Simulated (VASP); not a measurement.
Calculation: PBEsol GGA, VASP's PBE PAW potentials (set 64) (plane waves; VASP 6.6.1).

VASP input:

File POSCAR:
```
Ti4CN3
1
    0.0000000000     2.1148587500     2.1148587500
    2.1148587500     0.0000000000     2.1148587500
    8.4568324428     8.4568324428     0.0026025573
Ti N C
4 3 1
Direct
  0.0003000534   0.0003000534   0.9997749599
  0.9974387009   0.9974387009   0.2519209744
  0.0025612991   0.0025612991   0.4980790256
  0.9996999466   0.9996999466   0.7502250401
  0.4956783151   0.4956783151   0.1282412636
  0.5000000000   0.5000000000   0.3750000000
  0.5043216849   0.5043216849   0.6217587364
  0.5000000000   0.5000000000   0.8750000000
```

INCAR:
```
! general
SYSTEM  = Ti4CN3
PREC    = Accurate
ENCUT   = 520
LREAL   = F
LASPH   = T   ! aspherical one-centre terms

! electronic loop
EDIFF   = 1E-6   ! SCF stop (eV)
NELM    = 100   ! most electronic steps
ALGO    = Normal
LMAXMIX = 4

! smearing
ISMEAR  = 1   ! Methfessel-Paxton
SIGMA   = 0.1   ! width (eV)

! functional
GGA     = PS   ! PBEsol

! ions
IBRION  = 2
NSW     = 60   ! most ionic steps
ISIF    = 3
EDIFFG  = -0.02

! output
LWAVE   = F
LCHARG  = F
```

**KPOINTS**
```
Automatic mesh
0
Gamma
11 11 3
0 0 0
```

POTCAR, in this order: Ti_sv N C (PBE.64 set). Program: vasp_std.

Question: Predict the energy per atom (σ→0), volume per atom, band gap (on the k-mesh).

Answer: 
| Property | Result |
|---|---|
| energy per atom (σ→0) | -10.283 eV/atom |
| band gap (on the k-mesh) | none (metal, semimetal or under 0.01 eV) |
| volume per atom | 9.45 Å³/atom |

### OSZICAR
```
...
DAV:   2    -0.822687040057E+02   -0.27201E-02   -0.55325E-02  9080   0.165E+00    0.288E-01
DAV:   3    -0.822682582209E+02    0.44578E-03   -0.11762E-02 13072   0.863E-01    0.205E-01
DAV:   4    -0.822674673815E+02    0.79084E-03   -0.55859E-03 12200   0.571E-01    0.380E-02
DAV:   5    -0.822674717219E+02   -0.43404E-05   -0.44371E-04 11216   0.163E-01    0.257E-02
DAV:   6    -0.822674737520E+02   -0.20301E-05   -0.40610E-05 12240   0.461E-02    0.135E-02
DAV:   7    -0.822674748911E+02   -0.11391E-05   -0.17368E-05 10992   0.243E-02    0.875E-03
DAV:   8    -0.822674748967E+02   -0.56762E-08   -0.35944E-06  8344   0.171E-02
   2 F= -.82267475E+02 E0= -.82267681E+02  d E =-.131812E-02
```

The structure was generated: Ti4CN3 was put into an ordered model structure (R-3m), which need not be its known phase. This run relaxes it. Symmetry was kept, so distortions that lower it aren't found. The start is the result of an earlier pass. The electron count is odd and the run is not spin-polarised, which forces a metal.
